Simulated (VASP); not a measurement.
Crystal: BeCd2S3.

```
CELL_PARAMETERS angstrom
6.08627 -3.46676 0.11826
5.98487 3.29145 0.04166
0.08604 -0.07125 6.19326
ATOMIC_POSITIONS crystal
Be 0.13329 0.87474 0.99044
Be 0.82342 0.17347 0.53694
Cd 0.83147 0.46981 0.98956
Cd 0.15043 0.53711 0.51838
Cd 0.51219 0.18854 0.99418
Cd 0.49814 0.82716 0.50952
S 0.46645 0.83646 0.90411
S 0.15962 0.53929 0.88070
S 0.89166 0.12528 0.87629
S 0.80855 0.48489 0.41533
S 0.56239 0.16495 0.38924
S 0.09976 0.88898 0.35835
```

The cell was built by a generator and needn't be a form met in nature.

```yaml
Program: VASP 6.6.1
Task: relaxation of cell and atoms
Functional: PBE
Potentials_or_basis: VASP PAW PBE potentials, release 64 (Be, Cd, S)
Cutoff: 520 eV
k_mesh: 3 × 3 × 3
Occupations: gaussian, width 0.05 eV
Spin: no spin polarisation
```

At the start: pressure 4.7 GPa; volume 21.04 Å³/atom.

Where does the relaxation end?

Over 14 steps the energy falls by 182.3 meV/atom and the volume is 21.47 Å³/atom (+2.0 %); space group Cmc2_1 (No. 36, to 0.05 Å).

The path:
| step | energy change (eV) | largest force (eV/Å) | pressure (GPa) | volume (Å³) |
| --- | --- | --- | --- | --- |
| 1 | 0.0000 | 3.9320 | 4.65 | 252.49 |
| 2 | -1.7024 | 0.8439 | -3.60 | 275.24 |
| 3 | -1.7255 | 0.9274 | -2.90 | 271.81 |
| 4 | -2.0523 | 0.6385 | -0.26 | 258.60 |
| 5 | -2.0812 | 0.5388 | 1.02 | 253.47 |
| 6 | -2.1463 | 0.3252 | 0.37 | 255.75 |
| 7 | -2.1533 | 0.2360 | 0.10 | 256.78 |
| 8 | -2.1679 | 0.1654 | -0.12 | 257.62 |
| 9 | -2.1743 | 0.1508 | -0.34 | 258.61 |
| 10 | -2.1810 | 0.0945 | 0.12 | 256.66 |
| 11 | -2.1812 | 0.0855 | 0.32 | 256.12 |
| 12 | -2.1858 | 0.0610 | 0.18 | 256.63 |
| 13 | -2.1868 | 0.0572 | 0.08 | 257.00 |
| 14 | -2.1878 | 0.0228 | -0.08 | 257.66 |

Final structure:
```xyz
12
Lattice="5.9122 -3.4242 -0.0043 5.9150 3.4262 -0.0010 -0.0066 0.0036 6.3604" Properties=species:S:1:pos:R:3 pbc="T T T"
Be    5.9383    2.4271    0.0263
Be    5.9332   -2.3283    3.2034
Cd    7.8184   -1.1487    0.0436
Cd    4.0506    1.2471    3.2157
Cd    4.0568   -1.1427    0.0367
Cd    7.8204    1.2528    3.2300
S     7.6532    1.3469    5.7876
S     4.2097    1.3494    5.7785
S     5.9294   -2.5452    5.3660
S     7.6525   -1.2378    2.6041
S     4.2122   -1.2434    2.6000
S     5.9368    2.6475    2.1877
```
